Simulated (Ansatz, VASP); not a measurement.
## Cross-check of Mg (Magnesium) between VASP and Ansatz

Wanted: the spread between two codes on one cell, functional and k mesh. The cell is taken from a series of runs on this material, whose earlier steps may have relaxed, scaled, displaced or heated it; both programs get it as it stands.

Method: plane waves, with VASP 6.6.1 beside it; zone-centre phonons at LDA, in Ansatz 0.2.0.

## 1. Set-up

It takes space group P6_3/mmc (No. 194, hexagonal). The conventional cell has a = 3.167 Å, b = 3.167 Å, c = 4.881 Å, α = 90.00°, β = 90.00°, γ = 120.00°. Mg has 12 Mg at 3.05 to 3.17 Å nearest.

## 2. VASP: zone-centre phonons, LDA, pair 1

Second derivatives magnify differences that forces hide, and they need a tight electronic threshold.

Lines of VASP's logs that name or quote its potential files are left out, and so is its time.

Input file INCAR:

```
SYSTEM = Mg
PREC = Accurate
ENCUT = 600
EDIFF = 1E-08
NELM = 120
ISMEAR = 1
SIGMA = 0.2
LREAL = .FALSE.
ALGO = Normal
GGA = CA
NBANDS = 8
LORBIT = 11
LWAVE = .FALSE.
LCHARG = .FALSE.
ISIF = 2
IBRION = 8
LASPH = .TRUE.
GGA_COMPAT = .FALSE.
KPAR = 2
```

Input file POSCAR:

```
Mg
1.0
    3.1670494353      0.0000000000      0.0000000000
   -1.5835247176      2.7427452660      0.0000000000
    0.0000000000      0.0000000000      4.8806362865
Mg
2
Direct
    0.3333333329      0.6666666671      0.2500000000
    0.6666666671      0.3333333329      0.7500000000
```

Input file KPOINTS:

```
Automatic mesh
0
Gamma
15 15 8
0 0 0
```

PAW data sets: Mg (LDA family, release 64).

The run is started by

```sh
$ mpirun -np 2 vasp_std
```

Numbers of over 12 decimals in the logs are rounded to 6 here.

What it wrote:

```text
[banner, memory and clock lines left out]
running    2 mpi-ranks, on    1 nodes
 distrk:  each k-point on    1 cores,    2 groups
 distr:  one band on    1 cores,    1 groups

 POSCAR found type information on POSCAR Mg
 POSCAR found :  1 types and       2 ions
 LDA part: xc-table for (Slater(with rela. corr.)+CA(PZ))
 , standard interpolation
 POSCAR, INCAR and KPOINTS ok, starting setup
 FFT: planning ... GRIDC
 FFT: planning ... GRID_SOFT
 FFT: planning ... GRID
 WAVECAR not read
 entering main loop
       N       E                     dE             d eps       ncg     rms          rms(c)
DAV:   1    -0.919563195956E+00   -0.91956E+00   -0.14656E+03  2160   0.404E+02
DAV:   2    -0.362091811305E+01   -0.27014E+01   -0.26447E+01  2944   0.237E+01
DAV:   3    -0.363394260050E+01   -0.13024E-01   -0.13017E-01  2912   0.214E+00
DAV:   4    -0.363396158215E+01   -0.18982E-04   -0.18982E-04  3120   0.720E-02
DAV:   5    -0.363396160895E+01   -0.26796E-07   -0.26500E-07  2952   0.187E-03    0.941E-01
DAV:   6    -0.362209689506E+01    0.11865E-01   -0.46984E-04  2656   0.139E-01    0.598E-01
DAV:   7    -0.361279354253E+01    0.93034E-02   -0.16724E-03  2320   0.257E-01    0.295E-02
DAV:   8    -0.361278448230E+01    0.90602E-05   -0.13671E-05  3472   0.215E-02    0.677E-03
DAV:   9    -0.361278343773E+01    0.10446E-05   -0.76780E-07  2552   0.465E-03    0.604E-04
DAV:  10    -0.361278341655E+01    0.21180E-07   -0.32939E-09  3184   0.393E-04    0.116E-04
DAV:  11    -0.361278341722E+01   -0.67330E-09   -0.88965E-11  1600   0.758E-05
   1 F= -.36127834E+01 E0= -.36124592E+01  d E =-.972564E-03
 Linear response reoptimize wavefunctions to high precision
DAV:   1    -0.361278341723E+01   -0.42775E-11   -0.44843E-12  2064   0.118E-05
 Linear response DOF=           2
 Linear response progress:
  Degree of freedom:   1/  2
       N       E                     dE             d eps       ncg     rms          rms(c)
RMM:   1    -0.139197813142E-02   -0.13920E-02   -0.98464E-04 16234   0.182E-01
RMM:   2    -0.139757428306E-02   -0.55962E-05   -0.56172E-06 14029   0.137E-02    0.212E-02
RMM:   3    -0.138290752427E-02    0.14667E-04   -0.23790E-07 14333   0.373E-03    0.134E-02
RMM:   4    -0.138001642597E-02    0.28911E-05   -0.50611E-07 13600   0.568E-03    0.632E-04
RMM:   5    -0.138049308240E-02   -0.47666E-06   -0.10082E-08 14909   0.541E-04    0.103E-04
RMM:   6    -0.138055863959E-02   -0.65557E-07   -0.15259E-10 15017   0.595E-05    0.144E-05
RMM:   7    -0.138059552581E-02   -0.36886E-07   -0.13331E-09 15360   0.117E-05    0.189E-06
RMM:   8    -0.138059357628E-02    0.19495E-08    0.56263E-10 14141   0.265E-06    0.337E-07
 first order change of Fermi-energy  -0.12224E-06
 force on displaced ion       1 direction 1 :  -0.956   0.000   0.000
 Linear response progress:
  Degree of freedom:   2/  2
       N       E                     dE             d eps       ncg     rms          rms(c)
RMM:   1    -0.135320422570E-01   -0.13532E-01   -0.76486E-02  6926   0.309E-01
RMM:   2    -0.412640198838E-02    0.94056E-02   -0.85096E-04  4747   0.398E-02    0.322E-02
RMM:   3    -0.403214656856E-02    0.94255E-04    0.23650E-06  4751   0.134E-02    0.144E-02
RMM:   4    -0.407322094100E-02   -0.41074E-04   -0.40866E-06  4817   0.714E-03    0.524E-03
RMM:   5    -0.407661397280E-02   -0.33930E-05   -0.27058E-06  4906   0.265E-03    0.236E-04
RMM:   6    -0.407668615982E-02   -0.72187E-07    0.99499E-07  5011   0.262E-04    0.136E-04
RMM:   7    -0.407687777684E-02   -0.19162E-06   -0.59399E-08  5056   0.796E-05    0.652E-06
RMM:   8    -0.407691278337E-02   -0.35007E-07    0.61544E-08  5183   0.117E-05    0.230E-06
RMM:   9    -0.407690501369E-02    0.77697E-08    0.73312E-09  4893   0.322E-06    0.640E-07
 first order change of Fermi-energy  -0.31090E-08
 force on displaced ion       1 direction 3 :  -0.000   0.000  -3.635
 Linear response finished
```

From OUTCAR (step 2):

```text
ion  position               nearest neighbor table
   1  0.333  0.667  0.250-   2 3.05   2 3.05   2 3.05   2 3.05   2 3.05   2 3.05
   2  0.667  0.333  0.750-   1 3.05   1 3.05   1 3.05   1 3.05   1 3.05   1 3.05

  LATTYP: Found a hexagonal cell.
 ALAT       =     3.1670494353
 C/A-ratio  =     1.5410672887

 Subroutine GETGRP returns: Found 24 space group operations
 (whereof 12 operations were pure point group operations)

The static configuration has the point symmetry D_3d.
 The point group associated with its full space group is D_6h.

 Found    135 irreducible k-points:

   k-points           NKPTS =    135   k-points in BZ     NKDIM =    135   number of bands    NBANDS=      8

   dimension x,y,z NGX =    28 NGY =   28 NGZ =   40
   dimension x,y,z NGXF=    56 NGYF=   56 NGZF=   80

   ENCUT  =  600.0 eV  44.10 Ry    6.64 a.u.   6.33  6.33  9.75*2*pi/ulx,y,z

   NELECT =       4.0000    total number of electrons

 k-points in reciprocal lattice and weights: Automatic mesh
   0.00000000  0.00000000  0.00000000       0.001
   0.06666667 -0.00000000  0.00000000       0.003
   0.13333333 -0.00000000  0.00000000       0.003
   0.20000000  0.00000000  0.00000000       0.003
   0.26666667 -0.00000000  0.00000000       0.003
   0.33333333 -0.00000000  0.00000000       0.003
   0.40000000 -0.00000000  0.00000000       0.003
   0.46666667 -0.00000000  0.00000000       0.003
   0.06666667  0.06666667  0.00000000       0.003
[...]
0.33333333  0.26666667  0.50000000       0.007
   0.33333333  0.33333333  0.50000000       0.001

 average (electrostatic) potential at core
       1 -38.8304       2 -38.8304

  Total       -0.0890483     -0.0890483      0.6186338     -0.0000000      0.0000000     -0.0000000
  in kB       -3.3652664     -3.3652664     23.3790826     -0.0000000      0.0000000     -0.0000000
  external PRESSURE =       5.5495166 kB  Pullay stress =       0.0000000 kB

  energy-cutoff  :      600.00
  volume of cell :       42.40
      direct lattice vectors                 reciprocal lattice vectors
     3.167049435  0.000000000  0.000000000     0.315751307  0.182299102  0.000000000
    -1.583524718  2.742745266  0.000000000     0.000000000  0.364598205  0.000000000
     0.000000000  0.000000000  4.880636286     0.000000000  0.000000000  0.204891318

 POSITION                                       TOTAL-FORCE (eV/Angst)
 -----------------------------------------------------------------------------------
     -0.00000      1.82850      1.22016        -0.000000     -0.000000      0.000000
      1.58352      0.91425      3.66048         0.000000      0.000000      0.000000
 -----------------------------------------------------------------------------------
    total drift:                                0.000000     -0.000000      0.000000

 Eigenvectors and eigenvalues of the dynamical matrix
 ----------------------------------------------------

   1 f  =    8.550519 THz    53.724495 2PiTHz  285.214610 cm-1    35.362089 meV
             X         Y         Z           dx          dy          dz
     -0.000000  1.828497  1.220159     0.000000    0.000000   -0.707107
      1.583525  0.914248  3.660477    -0.000000    0.000000    0.707107

   2 f  =    4.385402 THz    27.554294 2PiTHz  146.281269 cm-1    18.136558 meV
             X         Y         Z           dx          dy          dz
     -0.000000  1.828497  1.220159     0.550941    0.443243    0.000000
      1.583525  0.914248  3.660477    -0.550941   -0.443243    0.000000

   3 f  =    4.385402 THz    27.554294 2PiTHz  146.281269 cm-1    18.136558 meV
             X         Y         Z           dx          dy          dz
     -0.000000  1.828497  1.220159     0.443243   -0.550941    0.000000
      1.583525  0.914248  3.660477    -0.443243    0.550941    0.000000

   4 f  =    0.000000 THz     0.000000 2PiTHz    0.000002 cm-1     0.000000 meV
             X         Y         Z           dx          dy          dz
     -0.000000  1.828497  1.220159     0.053728    0.705063   -0.000000
      1.583525  0.914248  3.660477     0.053728    0.705063    0.000000

   5 f  =    0.000000 THz     0.000000 2PiTHz    0.000000 cm-1     0.000000 meV
             X         Y         Z           dx          dy          dz
     -0.000000  1.828497  1.220159    -0.000000    0.000000    0.707107
      1.583525  0.914248  3.660477     0.000000    0.000000    0.707107

   6 f/i=    0.000000 THz     0.000000 2PiTHz    0.000002 cm-1     0.000000 meV
             X         Y         Z           dx          dy          dz
     -0.000000  1.828497  1.220159    -0.705063    0.053728    0.000000
      1.583525  0.914248  3.660477    -0.705063    0.053728    0.000000

 ELASTIC MODULI CONTR FROM IONIC RELAXATION (kBar)
 Direction    XX          YY          ZZ          XY          YZ          ZX
 --------------------------------------------------------------------------------
 XX         -42.8335     42.8335     -0.0000     -0.0000      0.0000     -0.0000
 YY          42.8335    -42.8335      0.0000     -0.0000     -0.0000      0.0000
 ZZ          -0.0000      0.0000     -0.0000     -0.0000      0.0000     -0.0000
 XY          -0.0000     -0.0000     -0.0000    -42.8335     -0.0000      0.0000
 YZ           0.0000     -0.0000      0.0000     -0.0000     -0.0000      0.0000
 ZX          -0.0000      0.0000     -0.0000      0.0000      0.0000     -0.0000
 --------------------------------------------------------------------------------
```

## 3. Ansatz: zone-centre phonons, LDA, pair 1

Ansatz runs on its PAW soft_1 files.

The same cell, functional (in two slightly different forms), mesh and smearing now go to Ansatz, which takes its cutoff from its data sets.

Input file input.yaml:

```yaml
crystal:
  lattice:
    - [3.1670494353, 0.0, 0.0]
    - [-1.5835247176, 2.742745266, 0.0]
    - [0.0, 0.0, 4.8806362865]
  atoms:
    - { symbol: Mg, position: [0.3333333329, 0.6666666671, 0.25] }
    - { symbol: Mg, position: [0.6666666671, 0.3333333329, 0.75] }
kpoints:
  mp_grid: { grid: [15, 15, 8] }
hamiltonian:
  xc: lda
  pseudopotentials: { kind: paw, azcp: { folder: soft_1 }, xc_functional: pbe }
scf:
  occupations: { method: methfessel_paxton, width: 0.2 }
output:
  eigenvalues: true
phonons:
  method: dfpt
```

The run is started by

```sh
$ ansatz run input.yaml --threads 4 --pin off --max-ram 10240MiB --backend cpu --events-out ev --progress --plain --runs-dir out
```

What it wrote:

```text
zone centre: on kpoints.mp_grid the ground state, and the responses unless they are solved on pairs of k-points, stand on 320 of the mesh's 1800 k-points, reduced under 4 symmetry operations, with k and −k counted as one. Each operation leaves every solved displacement unchanged or reverses it
Engine: ansatz 0.2.0, x86_64-unknown-linux-gnu
Pseudopotentials: kind: paw
Pseudopotential: Mg, paw, valence charge 10, recommended cutoff 420 eV (normal), soft_1/Mg.paw.azcp
Functional definition: SPW92
  exchange = slater_x
  correlation = pw_c
Crystal: 2 atoms, lattice volume = 42.395 Å³
Basis set: ecut = 420 eV, 833 PW (Γ), exchange–correlation on 48×48×72 points (8 copies of the dense FFT grid, shifted against one another)
Bands: 14, of which v1, the nominal top of the filled ones, is band 10 counted from 1 (9 counted from 0)
Symmetry: 24 space group operations
k-points: 320 of 1800 (irreducible under 4 space group operations, time reversal used)
Non-local potential: Mg, projectors of the file, l = 0: 3, l = 1: 2, l = 2: 1
PAW form: soft (Blöchl's): semilocal exchange-correlation on the pseudo side does not see the compensation charge
PAW frozen core: Mg, regenerated for the run's functional, and the local potential with it (the file was generated under x = pbe(κ = 0.804, μ = 0.219515), c = pbe(β = 0.066725))
PAW one-centre angular grid: Mg, 110 points (default); XC on 64 Gauss nodes
Initial density: superposition of atomic densities (chi_scale 0.1, normalization cell)
Initial wavefunctions: pseudopotential atomic-orbital guess
Functional: x = slater, c = lda
SCF iter   1: F=—  HF=-3803.248803 eV  |F-HF|=—  |Δ(HF+E_count)|=         —  Δρ=1.53e-2  dr2=1.08e-1  ethr=3.10e-3  ⟨swp⟩=5.0  Hψ=22476  notcnv=0
preconditioner: auto → none  [metal: Δε(μ)=0.020 eV  Ē_g=7.191 eV  σ=0.200 eV  W_gap=0.09  n_scr=8 (ndim 8)  ℏωp=11.4 eV  f_vac=0.000  D(μ)=0.79/eV (n_scr^D=2)  sad-step TF]
SCF iter   2: F=—  HF=-3803.218923 eV  |F-HF|=—  |Δ(HF+E_count)|=   2.99e-2  S|Δr|=    0.00e0  Δρ=9.66e-3  dr2=4.98e-2  ethr=5.41e-4  ⟨swp⟩=1.0  Hψ=7042  notcnv=0
SCF iter   3: F=—  HF=-3803.198421 eV  |F-HF|=—  |Δ(HF+E_count)|=   2.05e-2  S|Δr|=    0.00e0  Δρ=9.31e-4  dr2=4.67e-4  ethr=2.49e-4  ⟨swp⟩=2.3  Hψ=6703  notcnv=0
SCF iter   4: F=—  HF=-3803.198417 eV  |F-HF|=—  |Δ(HF+E_count)|=   3.96e-6  S|Δr|=    0.00e0  Δρ=1.67e-4  dr2=3.11e-6  ethr=2.33e-6  ⟨swp⟩=2.9  Hψ=7642  notcnv=0
SCF iter   5: F=—  HF=-3803.198423 eV  |F-HF|=—  |Δ(HF+E_count)|=   6.55e-6  S|Δr|=    0.00e0  Δρ=3.52e-6  dr2=2.19e-9  ethr=1.55e-8  ⟨swp⟩=2.0  Hψ=7118  notcnv=0
SCF iter   6: F=—  HF=-3803.198423 eV  |F-HF|=—  |Δ(HF+E_count)|=   5.34e-7  S|Δr|=    0.00e0  Δρ=3.25e-7  dr2=2.35e-11  ethr=1.10e-11  ⟨swp⟩=2.7  Hψ=8095  notcnv=0
SCF iter   7: F=-3803.198423 eV  HF=-3803.198423 eV  |F-HF|=9.09e-13  |Δ(HF+E_count)|=  1.36e-12  S|Δr|=    0.00e0  Δρ=6.70e-9  dr2=2.10e-14  ethr=1.00e-12  ⟨swp⟩=6.0  Hψ=21102  notcnv=0
SCF 1 converged in 7 iterations: F = -3803.198423 eV  dr2 = 2.10e-14
  greatest PAW one-centre occupation: 1.000 electrons in one spin orbital (limit 2), on the Mg atom at site 1 (counted from 0), in its partial waves of l = 1
DFPT response loops at Γ: preconditioner auto → Kerker (q_TF=auto, 2.407 Å⁻¹) (partly filled bands, converged f_vac=0.000); β = 1.00, the filter's whole step (`scf.mixing.beta` (0.50) is not read by the response loops under this deck's `scf.mixing.preconditioner`; to damp them name `kerker` or `kerker_dos`, under which they read `scf.mixing.beta`, and type it under 1.00, their step now; both keys bind the ground state too); Broyden in place of MSR1
SCF converged after 7 iterations
Stability not checked: this state was not tested for a lower state beside it, because cold or Methfessel-Paxton smearing, or corrected tetrahedra, fill the levels in a way that the test cannot read (fill_not_monotonic; see scf.lower_state_search)
Free energy (F): -3803.198423 eV
Harris-Foulkes:  -3803.198423 eV  (|F-HF|=9.09e-13)
Internal energy: -3803.197422 eV  (E = F + TS)
E sigma→0 (E₀):  -3803.198173 eV
Entropy (-TS):   -0.001001 eV (-0.501 meV/atom)
Fermi energy:    6.065341 eV
--- Per-component energies (eV) ---
  E_band       = -702.565386
  E_kinetic    = 140.151195
  E_local      = -3364.935285  (includes V_loc(G=0)·N_el)
  E_nonlocal   = 392.029048
  E_hartree    = 1143.299148
  E_xc         = -52.205368
  E_vxc        = -67.820721  (∫ρ·V_xc dr)
  E_paw        = -559.814120  (= ΣΔE_a)
  E_vpaw       = -88.587663  (= ΣTr[D̂ρ^β])
  E_aug_tail   = -0.000263  (compensation charges beyond the density's cutoff)
  E_ewald      = -1502.022736
  E_core_change = 0.300959  (= ΣΔE_core)
  E_smearing   = -0.001001  (= −TS)
  E_closure    = -0.000000  (closes the sum)
  Σ components = -3803.198423   (vs F -3803.198423, Δ=0.00e0)
--- Band table (eV; the first three rows and the last of 320) ---
  k-point 0: bands = [... 6 lower, -36.5527, -36.5492, -1.1804, 4.6139, 5.3187, 16.8665, 16.8665, 16.9426]
  k-point 1: bands = [... 6 lower, -36.5531, -36.5512, -1.0812, 3.5217, 6.5764, 16.9438, 16.9438, 17.0076]
  k-point 2: bands = [... 6 lower, -36.5541, -36.5541, -0.7842, 2.3099, 8.2848, 16.4522, 17.1668, 17.1668]
  k-point 319: bands = [... 6 lower, -36.5589, -36.5589, 3.5614, 3.5614, 8.4889, 8.4889, 10.0013, 10.0013]
--- Phonons (Γ-DFPT): 2 representative perturbations + reference, on 320 of 1800 k-points (Σ response iterations 6) ---
  k mesh reduced under 4 symmetry operations, with k and −k counted as one. Each operation leaves every solved displacement unchanged or reverses it
  ASR residual: 4.035e-6 → 0.000e0 eV/Å²; symmetrization residual: 2.255e-10 eV/Å²
  ASR residual per site (eV/Å²): 4.04e-6 4.04e-6
  Γ frequencies (cm⁻¹): 0.00 0.00 0.00 145.62 145.62 284.06
  non-analytic LO–TO correction: not included (Born effective charges unavailable; polar crystals: no LO–TO splitting at Γ)
```

## 4. Differences

Known differences besides the potentials themselves: the two LDA forms differ slightly; the data sets hold 20 valence electrons in Ansatz (on its PAW soft_1 files) and 4 in VASP; the cutoff is 420 eV in Ansatz and 600 eV in VASP; VASP's log shows a relativistic correction to its local exchange, Ansatz's none. Total energies have different zeros and are not compared.

Compared:

```csv
quantity,Ansatz,VASP,difference
optical mode 1 to 2 (cm⁻¹),145.6,146.3,-0.45 %
optical mode 3 (cm⁻¹),284.1,285.2,-0.40 %
```

Modes are paired by rising frequency, not by their patterns, so a pair may set unlike modes beside each other; they are those without the splitting of longitudinal modes.

[end of part 1 of 2]

[Lines on the potential files, build, host, timing and source positions are cut from VASP's logs without a mark.]

[Logs are printed without paths, hosts, clocks, repeated set-up lines and the standing remarks that a program may print on its own settings, such as how far it seeks lower states.]

[Hosts, paths, dates, database ids (printed as entryN), source tags and the programs' standing remarks are cut or masked in the printed files.]
